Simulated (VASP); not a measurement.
These are PBEsol GGA, VASP's PBE PAW potentials (set 64) (plane waves; VASP) values and carry that method's errors.

A VASP calculation is set up with these files.

File POSCAR:
```
Sr4Bi2O
1
   -2.4868816663     2.4868816663     8.7313606345
    2.4868816663    -2.4868816663     8.7313606345
    2.4868816663     2.4868816663    -8.7313606345
Sr Bi O
4 2 1
Direct
  0.8351460138   0.8351460138   0.0000000000
  0.1702325837   0.1702325837   0.0000000000
  0.9980515396   0.4980515396   0.5000000000
  0.4980515396   0.9980515396   0.5000000000
  0.6376903035   0.6376903035   0.0000000000
  0.3603521044   0.3603521044   0.0000000000
  0.9900759154   0.9900759154   0.0000000000
```

### INCAR
```
! general
SYSTEM =Sr4Bi2O
PREC   =Accurate
ENCUT  =520   ! plane-wave cut-off (eV)
LREAL  =F
LASPH  =T

! electronic loop
EDIFF  =1E-6   ! SCF stop (eV)
NELM   =100   ! most electronic steps
ALGO   =Normal
LMAXMIX=4   ! l cut-off of mixed one-centre charges

! smearing
ISMEAR =0
SIGMA  =0.05   ! width (eV)

! functional
GGA    =PS

! ions
IBRION =2
NSW    =60   ! most ionic steps
ISIF   =3
EDIFFG =-0.02   ! ionic stop

! output
LWAVE  =F
LCHARG =F
```

**KPOINTS**
```
Automatic mesh
0
Gamma
6 6 6
0 0 0
```

POTCAR, in this order: Sr_sv Bi_d O (PBE.64 set). Program: vasp_std.

The run wrote:

**OSZICAR**
```
       N       E                     dE             d eps       ncg     rms          rms(c)
DAV:   1     0.762143347750E+03    0.76214E+03   -0.37133E+04  2700   0.169E+03
DAV:   2     0.576299172871E+02   -0.70451E+03   -0.68739E+03  2900   0.452E+02
DAV:   3    -0.302288087956E+02   -0.87859E+02   -0.86612E+02  3876   0.163E+02
DAV:   4    -0.347625751445E+02   -0.45338E+01   -0.45099E+01  3656   0.357E+01
DAV:   5    -0.351788857399E+02   -0.41631E+00   -0.41599E+00  4976   0.850E+00    0.357E+01
DAV:   6    -0.321044244466E+02    0.30745E+01   -0.16323E+01  3441   0.108E+01    0.276E+01
DAV:   7    -0.319013279389E+02    0.20310E+00   -0.24010E+00  3552   0.607E+00    0.987E+00
DAV:   8    -0.318705523794E+02    0.30776E-01   -0.37715E-01  4136   0.287E+00    0.178E+00
DAV:   9    -0.318747960042E+02   -0.42436E-02   -0.68315E-02  3672   0.944E-01    0.535E-01
DAV:  10    -0.318749602951E+02   -0.16429E-03   -0.13460E-02  3584   0.445E-01    0.188E-01
DAV:  11    -0.318750200229E+02   -0.59728E-04   -0.16156E-03  3960   0.152E-01    0.608E-02
DAV:  12    -0.318750735568E+02   -0.53534E-04   -0.21939E-04  4112   0.543E-02    0.243E-02
DAV:  13    -0.318750809738E+02   -0.74170E-05   -0.36226E-05  3272   0.257E-02    0.132E-02
DAV:  14    -0.318750805096E+02    0.46412E-06   -0.10545E-05  2784   0.124E-02    0.373E-03
DAV:  15    -0.318750804515E+02    0.58144E-07   -0.12763E-06  2200   0.511E-03
   1 F= -.31875080E+02 E0= -.31875080E+02  d E =-.318751E+02
       N       E                     dE             d eps       ncg     rms          rms(c)
DAV:   1    -0.318755643546E+02   -0.48384E-03   -0.52486E-02  3360   0.111E+00    0.126E-01
DAV:   2    -0.318753698614E+02    0.19449E-03   -0.13007E-03  3163   0.207E-01    0.682E-02
DAV:   3    -0.318752658704E+02    0.10399E-03   -0.22629E-04  3950   0.937E-02    0.255E-02
DAV:   4    -0.318752608716E+02    0.49988E-05   -0.36198E-05  3872   0.283E-02    0.195E-02
DAV:   5    -0.318752614517E+02   -0.58010E-06   -0.47536E-06  3158   0.978E-03
   2 F= -.31875261E+02 E0= -.31875261E+02  d E =-.181000E-03
       N       E                     dE             d eps       ncg     rms          rms(c)
DAV:   1    -0.318775592083E+02   -0.22983E-02   -0.38275E-01  3220   0.301E+00    0.342E-01
DAV:   2    -0.318761452032E+02    0.14140E-02   -0.94996E-03  3163   0.558E-01    0.185E-01
DAV:   3    -0.318753910706E+02    0.75413E-03   -0.16422E-03  3967   0.242E-01    0.692E-02
DAV:   4    -0.318753498786E+02    0.41192E-04   -0.25116E-04  3912   0.745E-02    0.526E-02
DAV:   5    -0.318753497271E+02    0.15147E-06   -0.36824E-05  4188   0.271E-02    0.209E-02
DAV:   6    -0.318753519314E+02   -0.22043E-05   -0.72476E-06  3603   0.122E-02    0.467E-03
DAV:   7    -0.318753525345E+02   -0.60309E-06   -0.65153E-07  1839   0.485E-03
   3 F= -.31875353E+02 E0= -.31875353E+02  d E =-.272083E-03
```

### OUTCAR
```
------------------------ aborting loop because EDIFF is reached ----------------------------------------
  FORCE on cell =-STRESS in cart. coord.  units (eV):
  Direction    XX          YY          ZZ          XY          YZ          ZX
  --------------------------------------------------------------------------------------
  Total       -0.0000215     -0.0000215      0.1365506      0.0000000      0.0000000      0.0000000
  in kB       -0.0001600     -0.0001600      1.0142793      0.0000000      0.0000000      0.0000000
  external PRESSURE =       0.3379864 kB  Pullay stress =       0.0000000 kB
  volume of cell :      215.70
      direct lattice vectors                 reciprocal lattice vectors
    -2.488380160  2.488380160  8.708696936     0.000000000  0.200933928  0.057413871
     2.488380160 -2.488380160  8.708696936     0.200933928  0.000000000  0.057413871
     2.488380160  2.488380160 -8.708696936     0.200933928  0.200933928  0.000000000
 POSITION                                       TOTAL-FORCE (eV/Angst)
 -----------------------------------------------------------------------------------
      0.00000      0.00000     14.54756         0.000000      0.000000      0.017070
      0.00000      0.00000      2.96431         0.000000      0.000000      0.005091
      0.00000      2.48838      8.67740         0.000000      0.000000     -0.009066
      2.48838      0.00000      8.67740        -0.000000     -0.000000     -0.009066
      0.00000      0.00000     11.11061         0.000000      0.000000      0.007686
      0.00000      0.00000      6.27446         0.000000      0.000000      0.003843
      0.00000      0.00000     17.23671        -0.000000     -0.000000     -0.015558
 -----------------------------------------------------------------------------------
    total drift:                               -0.000000     -0.000000      0.000823
  FREE ENERGIE OF THE ION-ELECTRON SYSTEM (eV)
  ---------------------------------------------------
  free  energy   TOTEN  =       -31.8753525345 eV

  energy  without entropy=      -31.8753525345  energy(sigma->0) =      -31.87535253

 reached required accuracy - stopping structural energy minimisation
```
(Selected blocks of OUTCAR.)

File CONTCAR:
```
Sr4Bi2O
   1.00000000000000
    -2.4883801597501622    2.4883801597501622    8.7086969361736557
     2.4883801597501622   -2.4883801597501622    8.7086969361736557
     2.4883801597501622    2.4883801597501622   -8.7086969361736557
  Sr              Bi              O
     4     2     1
Direct
     0.8352316763740741    0.8352316763740741    0.0000000000000000
     0.1701922573496381    0.1701922573496381    0.0000000000000000
     0.9982030336111836    0.4982030336111836    0.5000000000000000
     0.4982030336111836    0.9982030336111836    0.5000000000000000
     0.6379029643485585    0.6379029643485585    0.0000000000000000
     0.3602408130731015    0.3602408130731015    0.0000000000000000
     0.9896262216322563    0.9896262216322563    0.0000000000000000
```

The structure comes from a computed database's Sr4Bi2O entry (I4mm); how it stands against other phases isn't given here. This run relaxes it. Symmetry was kept, so distortions that lower it aren't found. The start is the result of an earlier pass.
